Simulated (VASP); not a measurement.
Output of a VASP run:

File OSZICAR:
```
...
DAV:   2    -0.853100884244E+01    0.18688E+01   -0.10224E+01  5189   0.123E+02    0.393E+00
DAV:   3    -0.827670533266E+01    0.25430E+00   -0.44246E+00  5701   0.671E+01    0.582E+00
DAV:   4    -0.812198435578E+01    0.15472E+00   -0.31218E-01  6469   0.256E+01    0.328E+00
DAV:   5    -0.808763490914E+01    0.34349E-01   -0.20191E-01  7059   0.180E+01    0.853E-01
DAV:   6    -0.808255022449E+01    0.50847E-02   -0.31084E-02  7643   0.553E+00    0.111E-01
DAV:   7    -0.808248978149E+01    0.60443E-04   -0.78505E-04  7856   0.540E-01    0.493E-02
DAV:   8    -0.808246419354E+01    0.25588E-04   -0.95948E-05  7314   0.348E-01    0.477E-03
DAV:   9    -0.808246430229E+01   -0.10875E-06   -0.97447E-06  7376   0.941E-02
   3 F= -.33821371E+01 E0= -.33818595E+01  d E =-.277117E-01
       N       E                     dE             d eps       ncg     rms          rms(c)
DAV:   1    -0.807621074642E+01    0.62534E-02   -0.11510E-02  5160   0.235E+00    0.213E-01
DAV:   2    -0.807575549718E+01    0.45525E-03   -0.49224E-03  5110   0.238E+00    0.110E-01
DAV:   3    -0.807553062183E+01    0.22488E-03   -0.20239E-03  5521   0.174E+00    0.822E-02
DAV:   4    -0.807549802372E+01    0.32598E-04   -0.98825E-05  7134   0.328E-01    0.418E-02
DAV:   5    -0.807549174847E+01    0.62753E-05   -0.25705E-05  7596   0.169E-01    0.741E-03
DAV:   6    -0.807549116064E+01    0.58783E-06   -0.19620E-06  2848   0.434E-02
   4 F= -.33821656E+01 E0= -.33818907E+01  d E =-.277402E-01
       N       E                     dE             d eps       ncg     rms          rms(c)
DAV:   1    -0.807886217142E+01   -0.33704E-02   -0.25294E-03  5192   0.111E+00    0.988E-02
DAV:   2    -0.807876117950E+01    0.10099E-03   -0.10612E-03  5103   0.111E+00    0.515E-02
DAV:   3    -0.807871380037E+01    0.47379E-04   -0.43959E-04  5507   0.801E-01    0.382E-02
DAV:   4    -0.807870609624E+01    0.77041E-05   -0.21699E-05  7001   0.156E-01    0.193E-02
DAV:   5    -0.807870409932E+01    0.19969E-05   -0.52076E-06  5218   0.797E-02    0.326E-03
DAV:   6    -0.807870406368E+01    0.35634E-07   -0.51452E-07  2611   0.215E-02
   5 F= -.33821664E+01 E0= -.33818904E+01  d E =-.277410E-01
       N       E                     dE             d eps       ncg     rms          rms(c)
DAV:   1    -0.807877343804E+01   -0.69339E-04   -0.23433E-02  5698   0.146E+00    0.141E-01
DAV:   2    -0.807846876530E+01    0.30467E-03   -0.33970E-04  7359   0.424E-01    0.802E-02
DAV:   3    -0.807835011023E+01    0.11866E-03   -0.23033E-04  7339   0.499E-01    0.423E-02
DAV:   4    -0.807832730564E+01    0.22805E-04   -0.12401E-04  6218   0.410E-01    0.135E-02
DAV:   5    -0.807832669579E+01    0.60985E-06   -0.65266E-06  6192   0.721E-02
   6 F= -.33823366E+01 E0= -.33820642E+01  d E =-.170198E-03
       N       E                     dE             d eps       ncg     rms          rms(c)
DAV:   1    -0.808081175242E+01   -0.24844E-02   -0.21134E-01  5649   0.438E+00    0.422E-01
DAV:   2    -0.807808283920E+01    0.27289E-02   -0.30531E-03  7344   0.128E+00    0.241E-01
DAV:   3    -0.807701195022E+01    0.10709E-02   -0.20933E-03  7339   0.150E+00    0.127E-01
DAV:   4    -0.807680632110E+01    0.20563E-03   -0.11181E-03  6196   0.124E+00    0.399E-02
DAV:   5    -0.807680145790E+01    0.48632E-05   -0.59139E-05  7679   0.208E-01    0.188E-02
DAV:   6    -0.807680117911E+01    0.27880E-06   -0.31561E-06  5321   0.334E-02
   7 F= -.33825655E+01 E0= -.33823506E+01  d E =-.399092E-03
```

File OUTCAR:
```
------------------------ aborting loop because EDIFF is reached ----------------------------------------
  FORCE on cell =-STRESS in cart. coord.  units (eV):
  Direction    XX          YY          ZZ          XY          YZ          ZX
  --------------------------------------------------------------------------------------
  Total        4.7022403      4.7022403      4.6984142      0.0000000      0.0000000      0.0000000
  in kB      300.5115587    300.5115587    300.2670415      0.0000000      0.0000000      0.0000000
  external PRESSURE =       0.4300529 kB  Pullay stress =     300.0000000 kB
  volume of cell :       25.07
      direct lattice vectors                 reciprocal lattice vectors
     2.696531192  0.000000000 -0.000000000     0.370846813  0.000000000  0.000000000
    -0.000000000  2.696531192  0.000000000     0.000000000  0.370846813  0.000000000
    -0.000000000 -0.000000000  3.447809978     0.000000000 -0.000000000  0.290039186
 POSITION                                       TOTAL-FORCE (eV/Angst)
 -----------------------------------------------------------------------------------
      2.69653     -0.00000     -0.00000         0.000000     -0.000000      0.000000
      1.34827      1.34827      1.72390        -0.000000      0.000000      0.000000
 -----------------------------------------------------------------------------------
    total drift:                               -0.000000      0.000000     -0.000000
  FREE ENERGIE OF THE ION-ELECTRON SYSTEM (eV)
  ---------------------------------------------------
  free  energy   TOTEN  =        -8.0768011791 eV

  energy  without entropy=       -8.0761563788  energy(sigma->0) =       -8.07658625
  enthalpy is  TOTEN    =        -3.3825654878 eV   P V=        4.6942356913

 reached required accuracy - stopping structural energy minimisation
```
(Selected blocks of OUTCAR.)

**POSCAR**
```
CuAu
1
    2.7182047756     0.0000000000     0.0000000000
    0.0000000000     2.7182047756     0.0000000000
    0.0000000000     0.0000000000     3.5097781537
Cu Au
1 1
Direct
  0.0000000000   0.0000000000   0.0000000000
  0.5000000000   0.5000000000   0.5000000000
```

Task: Write an INCAR and KPOINTS that could have produced this output.

Result: This is not unique; one that fits is the input of the run itself, PBEsol GGA, plane waves, VASP's PBE PAW potentials (set 64).

KPOINTS:
```
Automatic mesh
0
Gamma
13 13 10
0 0 0
```

**INCAR**
```
ALGO  =  Normal
EDIFF  =  1E-6
EDIFFG  =  -0.02
ENCUT  =  500
GGA  =  PS
IBRION  =  2
ISIF  =  3
ISMEAR  =  1
LASPH  =  .TRUE.
LCHARG  =  .FALSE.
LMAXMIX  =  6
LREAL  =  .FALSE.
LWAVE  =  .FALSE.
NELM  =  100
NSW  =  40
PREC  =  Accurate
PSTRESS  =  300
SIGMA  =  0.1
SYSTEM  =  CuAu
```

POTCAR, in this order: Cu Au (PBE.64 set). Program: vasp_std.

Energy and stress use the plane-wave basis of the starting cell.

The compound is CuAu in the L1_0 structure. This run relaxes it under an external pressure of 30 GPa. Symmetry was kept, so distortions that lower it aren't found.
